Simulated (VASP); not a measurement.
Given:

```yaml
crystal:
  lattice:
    - [0.00000, 2.77549, 2.77549]
    - [2.77549, 0.00000, 2.77549]
    - [2.77549, 2.77549, 0.00000]
  atoms:
    - { symbol: Ca, position: [0.00000, 0.00000, 0.00000] }
    - { symbol: F, position: [0.25000, 0.25000, 0.25000] }
    - { symbol: F, position: [0.75000, 0.75000, 0.75000] }
```

Computed with vdW-DF2, VASP's PBE PAW potentials (set 64) (plane waves; VASP). Numerical set-up: 520 eV cut-off, Gaussian smearing of 0.050 eV, potentials Ca_sv F.

### Question
Predict the band gap (along the path) with the smallest direct gap where there is one.

### Answer

```
Property                               Result
------------------------------------  -------
band gap (along the path)             6.83 eV
smallest direct gap (along the path)  7.08 eV
```

Only differences to runs with the same potentials and settings are physical.

The compound is CaF2 in the fluorite structure. It was relaxed first, which changed the volume by +5 %.
